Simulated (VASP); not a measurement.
# NaLi3S (Pm-3m) in VASP: density of states with PBE

Aim: the density of states of NaLi3S with PBE.

All numbers are computed with VASP 6.6.1; they aren't measurements. Logs are shortened: lines on timing, memory, paths and dates and some standing lists are left out, and cuts for length are marked.

## Step 1: The crystal as given

Symmetry: Pm-3m, No. 221, cubic system. The conventional cell has a = 4.859 Å, b = 4.859 Å, c = 4.859 Å, α = 90.00°, β = 90.00°, γ = 90.00°. Na (site symmetry m-3m) is surrounded by 6 Li at 2.43 Å. Li (site symmetry 4/mmm) has 2 Na at 2.43 Å as nearest neighbours. S (site symmetry m-3m) is surrounded by 12 Li at 3.44 Å.

The cell was built by a generator and needn't be a form met in nature.

## Step 2: Density of states, PBE

POSCAR reads:

```
NaLi3S
1.0
    4.8587277013      0.0000000000      0.0000000000
    0.0000000000      4.8587277013      0.0000000000
    0.0000000000      0.0000000000      4.8587277013
Na Li S
1 3 1
Direct
    0.5000000000      0.5000000000      0.5000000000
    0.0000000000      0.5000000000      0.5000000000
    0.5000000000      0.0000000000      0.5000000000
    0.5000000000      0.5000000000      0.0000000000
    0.0000000000      0.0000000000      0.0000000000
```

INCAR.step1 reads:

```
SYSTEM = NaLi3S
PREC     = Accurate       ! precision mode
ENCUT    = 520            ! plane-wave cutoff, eV
EDIFF    = 1E-6           ! SCF threshold, eV
ISMEAR   = 0              ! smearing method
SIGMA    = 0.02           ! smearing width, eV
LREAL    = .FALSE.        ! projectors in reciprocal space
LASPH    = .TRUE.         ! aspherical terms in the spheres
NELM     = 100            ! most SCF steps
ALGO     = Normal         ! electronic algorithm
ISIF     = 2              ! what is computed and relaxed
LWAVE    = .FALSE.        ! write WAVECAR
LCHARG   = .TRUE.         ! write CHGCAR
GGA      = PE             ! functional
NBANDS   = 19             ! bands
```

KPOINTS.step1 reads:

```
regular mesh
0
G
  8 8 8
  0 0 0
```

INCAR.step2 reads:

```
SYSTEM = NaLi3S
PREC     = Accurate       ! precision mode
ENCUT    = 520            ! plane-wave cutoff, eV
EDIFF    = 1E-6           ! SCF threshold, eV
ISMEAR   = -5             ! smearing method
SIGMA    = 0.02           ! smearing width, eV
LREAL    = .FALSE.        ! projectors in reciprocal space
LASPH    = .TRUE.         ! aspherical terms in the spheres
NELM     = 100            ! most SCF steps
ALGO     = Normal         ! electronic algorithm
ISIF     = 2              ! what is computed and relaxed
LWAVE    = .FALSE.        ! write WAVECAR
LCHARG   = .FALSE.        ! write CHGCAR
GGA      = PE             ! functional
LORBIT   = 10             ! projections on sites
NBANDS   = 19             ! bands
NEDOS    = 2001           ! points of the DOS
ICHARG   = 11             ! starting density
```

KPOINTS.step2 reads:

```
regular mesh
0
G
  12 12 12
  0 0 0
```

Potentials or basis: VASP PAW PBE potentials, release 64 (Na_pv, Li_sv, S).

Launch:

```console
$ cat potpaw_PBE.64/Na_pv/POTCAR potpaw_PBE.64/Li_sv/POTCAR potpaw_PBE.64/S/POTCAR > POTCAR
$ cp INCAR.step1 INCAR
$ cp KPOINTS.step1 KPOINTS
$ mpirun -np 1 vasp_std > vasp.out
$ cp INCAR.step2 INCAR
$ cp KPOINTS.step2 KPOINTS
$ mpirun -np 1 vasp_std > vasp.out
```

OUTCAR:

```text
SYSTEM = NaLi3S
   PREC = Accurate
   ENCUT = 520
   EDIFF = 1E-6
   ISMEAR = -5
   LREAL = .FALSE.
   LASPH = .TRUE.
   NELM = 100
   ISIF = 2
   GGA = PE
   LORBIT = 10
   ICHARG = 11

 ion  position               nearest neighbor table
   1  0.500  0.500  0.500-   2 2.43   3 2.43   4 2.43   4 2.43   3 2.43   2 2.43
   2  0.000  0.500  0.500-   1 2.43   1 2.43
   3  0.500  0.000  0.500-   1 2.43   1 2.43
   4  0.500  0.500  0.000-   1 2.43   1 2.43
   5  0.000  0.000  0.000-

  LATTYP: Found a simple cubic cell.
 ALAT       =     4.8587277013

  Lattice vectors:

 A1 = (   4.8587277013,   0.0000000000,   0.0000000000)
 A2 = (   0.0000000000,   4.8587277013,   0.0000000000)
 A3 = (   0.0000000000,   0.0000000000,   4.8587277013)

Analysis of symmetry for initial positions (statically):
=====================================================================
 Subroutine PRICEL returns:
 Original cell was already a primitive cell.

 Routine SETGRP: Setting up the symmetry group for a
 simple cubic supercell.

 Subroutine GETGRP returns: Found 48 space group operations
 (whereof 48 operations were pure point group operations)
 out of a pool of 48 trial point group operations.

The static configuration has the point symmetry O_h .

Analysis of symmetry for dynamics (positions and initial velocities):
=====================================================================
 Subroutine PRICEL returns:
 Original cell was already a primitive cell.

 Routine SETGRP: Setting up the symmetry group for a
 simple cubic supercell.

 Subroutine GETGRP returns: Found 48 space group operations
 (whereof 48 operations were pure point group operations)
 out of a pool of 48 trial point group operations.

The dynamic configuration has the point symmetry O_h .

 Subroutine INISYM returns: Found 48 space group operations
 (whereof 48 operations are pure point group operations),
 and found     1 'primitive' translations

----------------------------------------------------------------------------------------

                                     Primitive cell

  volume of cell :     114.7011

  direct lattice vectors                    reciprocal lattice vectors
     4.858727701  0.000000000  0.000000000     0.205815197  0.000000000  0.000000000
     0.000000000  4.858727701  0.000000000     0.000000000  0.205815197  0.000000000
     0.000000000  0.000000000  4.858727701     0.000000000  0.000000000  0.205815197

  length of vectors
     4.858727701  4.858727701  4.858727701     0.205815197  0.205815197  0.205815197

  position of ions in fractional coordinates (direct lattice)
     0.500000000  0.500000000  0.500000000
     0.000000000  0.500000000  0.500000000
     0.500000000  0.000000000  0.500000000
     0.500000000  0.500000000  0.000000000
     0.000000000  0.000000000  0.000000000

  ion indices of the primitive-cell ions
   primitive index   ion index
                 1           1
                 2           2
                 3           3
                 4           4
                 5           5

----------------------------------------------------------------------------------------

 KPOINTS: regular mesh

Automatic generation of k-mesh.
 Grid dimensions read from file:
 generate k-points for:   12   12   12

 Generating k-lattice:

  Cartesian coordinates                     Fractional coordinates (reciprocal lattice)
     0.017151266  0.000000000  0.000000000     0.083333333  0.000000000  0.000000000
     0.000000000  0.017151266  0.000000000     0.000000000  0.083333333  0.000000000
     0.000000000  0.000000000  0.017151266     0.000000000  0.000000000  0.083333333

  Length of vectors
     0.017151266  0.017151266  0.017151266

  Shift w.r.t. Gamma in fractional coordinates (k-lattice)
     0.000000000  0.000000000  0.000000000

 TETIRR: Found    854 inequivalent tetrahedra from    10368

 Subroutine IBZKPT returns following result:
 ===========================================

 Found     84 irreducible k-points:

 Following reciprocal coordinates:
            Coordinates               Weight
  0.000000  0.000000  0.000000      1.000000
  0.083333  0.000000  0.000000      6.000000
  0.166667  0.000000  0.000000      6.000000
  0.250000  0.000000  0.000000      6.000000
  0.333333  0.000000  0.000000      6.000000
  0.416667  0.000000  0.000000      6.000000
[... 16 lines left out ...]
  0.333333  0.333333  0.000000     12.000000
  0.416667  0.333333  0.000000     24.000000
 [... further k-points ...]
   k-points           NKPTS =     84   k-points in BZ     NKDIM =     84   number of bands    NBANDS=     19
   number of dos      NEDOS =   2001   number of ions     NIONS =      5
   total plane-waves  NPLWV =  46656
   dimension x,y,z NGX =    36 NGY =   36 NGZ =   36
   dimension x,y,z NGXF=    72 NGYF=   72 NGZF=   72
   ions per type =               1   3   1
   NGX,Y,Z   is equivalent  to a cutoff of  12.32, 12.32, 12.32 a.u.
   NGXF,Y,Z  is equivalent  to a cutoff of  24.64, 24.64, 24.64 a.u.
 SYSTEM =  NaLi3S
   PREC   = accura    normal or accurate (medium, high low for compatibility)
   ISTART =      0    job   : 0-new  1-cont  2-samecut
   ICHARG =     11    charge: 1-file 2-atom 10-const
   ISPIN  =      1    spin polarized calculation?
   LNONCOLLINEAR =      F non collinear calculations
   LSORBIT =      F    spin-orbit coupling
   LASPH  =      T    aspherical Exc in radial PAW
   ENCUT  =  520.0 eV  38.22 Ry    6.18 a.u.   9.03  9.03  9.03*2*pi/ulx,y,z
   NELM   =    100;   NELMIN=  2; NELMDL=  0     # of ELM steps
   EDIFF  = 0.1E-05   stopping-criterion for ELM
   LREAL  =      F    real-space projection
[... 7 lines left out ...]
   TEBEG  =    0.0;   TEEND  =   0.0 temperature during run
   PSTRESS=    0.0 pullay stress
   NELECT =      22.0000    total number of electrons
   NUPDOWN=      -1.0000    fix difference up-down
   EMIN   =  10.00;   EMAX   =-10.00  energy-range for DOS
   EFERMI =   0.00;   METHOD = LEGACY
   ISMEAR =    -5;   SIGMA  =   0.02  broadening in eV -4-tet -1-fermi 0-gaus
   EFERMI_NEDOS =   21; number of points for ismear=-14 and -15
   IALGO  =     38    algorithm
   IMIX   =      4    mixing-type and parameters
     AMIX     =   0.40;   BMIX     =  1.00
     AMIX_MAG =   1.60;   BMIX_MAG =  1.00
  volume/ion in A,a.u.               =      22.94       154.81
  Fermi-wavevector in a.u.,A,eV,Ry     =   0.944118  1.784125 12.127685  0.891360
  Thomas-Fermi vector in A             =   2.071892
   LORBIT       =     10    0 simple, 1 ext, 2 COOP (PROOUT), +10 PAW based schemes
   GGA     = PE    functional components
   LHFCALC =     F    Hartree Fock is set to
   AEXX    =    0.0000 exact exchange contribution
   IVDW    =     0    specifies the selected vdW correction
   LEPSILON=     F    determine dielectric tensor
   LRPA    =     F    only Hartree local field effects (RPA)
 non-spin polarized calculation
 Fermi weights with tetrahedron method with Bloechl corrections
  energy-cutoff  :      520.00
  volume of cell :      114.70
 maximum number of plane-waves:      3136

 number of electron      21.9999968 magnetization

 Free energy of the ion-electron system (eV)
  ---------------------------------------------------
  ext. energy  EPLUGINS =         0.00000000
  ---------------------------------------------------
  free energy    TOTEN  =        -9.93089208 eV

  energy without entropy =       -9.93089208  energy(sigma->0) =       -9.93089208

 E-fermi :   1.3243     XC(G=0):  -7.3478

 val. band max:        1.3193894537   @ k =   0.5000   0.0833   0.0833
 cond. band min:       1.3988381592   @ k =   0.5000   0.0833   0.0833
 fundamental gap:      0.0794487055
 Fermi energy:         1.3242863281

 k-point     1 :       0.0000    0.0000    0.0000
  band No.  band energies     occupation
      1     -46.5767      2.00000
      2     -46.5726      2.00000
      3     -46.5726      2.00000
      4     -24.3084      2.00000
      5     -24.3084      2.00000
      6     -24.3084      2.00000
[... 11 lines left out ...]
     18       7.7435      0.00000
     19       7.7435      0.00000

 k-point     2 :       0.0833    0.0000    0.0000
  band No.  band energies     occupation
      1     -46.5766      2.00000
      2     -46.5726      2.00000
      3     -46.5725      2.00000
      4     -24.3084      2.00000
      5     -24.3084      2.00000
      6     -24.3082      2.00000
[... 11 lines left out ...]
     18       7.3342      0.00000
     19       7.6530      0.00000

 k-point     3 :       0.1667    0.0000    0.0000
  band No.  band energies     occupation
      1     -46.5765      2.00000
      2     -46.5728      2.00000
      3     -46.5725      2.00000
      4     -24.3084      2.00000
      5     -24.3084      2.00000
      6     -24.3077      2.00000
[... 11 lines left out ...]
     18       6.8525      0.00000
     19       7.4266      0.00000

 k-point     4 :       0.2500    0.0000    0.0000
  band No.  band energies     occupation
      1     -46.5762      2.00000
      2     -46.5732      2.00000
      3     -46.5726      2.00000
      4     -24.3084      2.00000
      5     -24.3084      2.00000
      6     -24.3069      2.00000
[... 407 lines left out ...]
     18       6.7994      0.00000
     19       6.8178      0.00000

 k-point    23 :       0.3333    0.3333    0.0000
  band No.  band energies     occupation
      1     -46.5752      2.00000
      2     -46.5738      2.00000
      3     -46.5732      2.00000
      4     -24.3083      2.00000
      5     -24.3060      2.00000
      6     -24.3060      2.00000
[... 11 lines left out ...]
     18       6.4867      0.00000
     19       7.2785      0.00000

 k-point    24 :       0.4167    0.3333    0.0000
  band No.  band energies     occupation
      1     -46.5749      2.00000
      2     -46.5740      2.00000
      3     -46.5733      2.00000
      4     -24.3083      2.00000
      5     -24.3060      2.00000
      6     -24.3055      2.00000
[... 11 lines left out ...]
     18       6.6888      0.00000
     19       7.4163      0.00000

 [... further k-points ...]

------------------------ aborting loop because EDIFF is reached ----------------------------------------

  FORCE on cell =-STRESS in cart. coord.  units (eV):
  Direction    XX          YY          ZZ          XY          YZ          ZX
  --------------------------------------------------------------------------------------
  -------------------------------------------------------------------------------------
  Total       -0.0869188     -0.0869188     -0.0869188     -0.0000000     -0.0000000      0.0000000
  in kB       -1.2141061     -1.2141061     -1.2141061     -0.0000000     -0.0000000      0.0000000
  external PRESSURE =      -1.2141061 kB  Pullay stress =       0.0000000 kB

 VOLUME and BASIS-vectors are now :
 -----------------------------------------------------------------------------
  energy-cutoff  :      520.00
  volume of cell :      114.70
      direct lattice vectors                 reciprocal lattice vectors
     4.858727701  0.000000000  0.000000000     0.205815197  0.000000000  0.000000000
     0.000000000  4.858727701  0.000000000     0.000000000  0.205815197  0.000000000
     0.000000000  0.000000000  4.858727701     0.000000000  0.000000000  0.205815197

 POSITION                                       TOTAL-FORCE (eV/Angst)
 -----------------------------------------------------------------------------------
      2.42936      2.42936      2.42936         0.000000      0.000000      0.000000
      0.00000      2.42936      2.42936         0.000000      0.000000      0.000000
      2.42936      0.00000      2.42936         0.000000      0.000000      0.000000
      2.42936      2.42936      0.00000         0.000000      0.000000      0.000000
      0.00000      0.00000      0.00000         0.000000      0.000000      0.000000
 -----------------------------------------------------------------------------------
    total drift:                                0.000000      0.000000      0.000000

  FREE ENERGIE OF THE ION-ELECTRON SYSTEM (eV)
  ---------------------------------------------------
  free  energy   TOTEN  =        -9.9308920762 eV

  energy  without entropy=       -9.9308920762  energy(sigma->0) =       -9.93089208

 total charge

# of ion       s       p       d       tot
------------------------------------------
    1        0.291   5.954   0.000   6.246
    2        2.019   0.038   0.000   2.057
    3        2.019   0.038   0.000   2.057
    4        2.019   0.038   0.000   2.057
    5        1.360   2.210   0.000   3.570
--------------------------------------------------
tot          7.709   8.279   0.000  15.988
```

It took 77 s on 1 thread of Intel Xeon 6975P-C (Granite Rapids), shared host; peak memory 0.3 GiB.

What came out:

```yaml
Valence_electrons_inside_the_program's_atomic_spheres: Na 6.25; Li 2.06; S 3.57
```

Levels at points of the mesh, in eV from the valence-band top:
```
           k point  band 8  band 9  band 10  band 11  band 12  band 13  band 14  band 15
(0.00, 0.00, 0.00)   -2.21   -1.87    -1.87    -1.87     2.36     2.36     2.36     3.28
(0.50, 0.00, 0.00)   -3.35   -1.59    -1.59    -0.20     0.24     1.83     1.83     3.55
(0.50, 0.50, 0.00)   -2.71   -2.71    -1.42    -1.40     1.41     2.37     2.37     2.97
(0.50, 0.50, 0.50)   -2.47   -2.47    -2.47    -0.90     1.15     1.15     1.15     3.74
```

States per cell in windows of 0.5 eV (zero at the valence-band top; states under -8 eV left out):
```csv
from (eV),total,S5_p,Li2_p,Li3_p,Li4_p,Na1_p,Na1_s
-8.0,0.00,0.00,0.00,0.00,0.00,0.00,0.00
-7.5,0.00,0.00,0.00,0.00,0.00,0.00,0.00
-7.0,0.00,0.00,0.00,0.00,0.00,0.00,0.00
-6.5,0.00,0.00,0.00,0.00,0.00,0.00,0.00
-6.0,0.00,0.00,0.00,0.00,0.00,0.00,0.00
-5.5,0.00,0.00,0.00,0.00,0.00,0.00,0.00
-5.0,0.00,0.00,0.00,0.00,0.00,0.00,0.00
-4.5,0.00,0.00,0.00,0.00,0.00,0.00,0.00
-4.0,0.00,0.00,0.00,0.00,0.00,0.00,0.00
-3.5,0.58,0.11,0.00,0.00,0.00,0.00,0.02
-3.0,1.70,0.40,0.00,0.00,0.00,0.01,0.05
-2.5,1.77,0.59,0.01,0.01,0.01,0.01,0.00
-2.0,1.87,0.76,0.00,0.00,0.00,0.00,0.00
-1.5,0.53,0.07,0.01,0.01,0.01,0.00,0.06
-1.0,0.97,0.15,0.01,0.01,0.01,0.00,0.11
-0.5,0.57,0.12,0.00,0.00,0.00,0.00,0.05
0.0,0.17,0.02,0.00,0.00,0.00,0.00,0.01
0.5,0.79,0.05,0.01,0.01,0.01,0.03,0.01
1.0,1.00,0.07,0.01,0.01,0.01,0.04,0.01
1.5,1.45,0.08,0.03,0.03,0.03,0.09,0.00
2.0,2.60,0.30,0.06,0.06,0.06,0.17,0.00
2.5,0.56,0.05,0.01,0.01,0.01,0.02,0.00
3.0,0.93,0.08,0.02,0.02,0.02,0.01,0.00
3.5,2.28,0.22,0.07,0.07,0.07,0.01,0.00
4.0,0.91,0.03,0.03,0.03,0.03,0.01,0.00
4.5,0.95,0.02,0.03,0.03,0.03,0.01,0.00
5.0,1.36,0.02,0.05,0.05,0.05,0.01,0.01
5.5,1.47,0.02,0.06,0.06,0.06,0.02,0.01
6.0,0.89,0.01,0.05,0.05,0.05,0.01,0.00
6.5,0.49,0.00,0.04,0.04,0.04,0.01,0.00
7.0,0.27,0.00,0.03,0.03,0.03,0.00,0.00
7.5,0.00,0.00,0.00,0.00,0.00,0.00,0.00
```

Caveat: the cutoff is under 1.25 times the usual one of these potentials, so pressure, stress and relaxed cells hold a basis-set (Pulay) error.
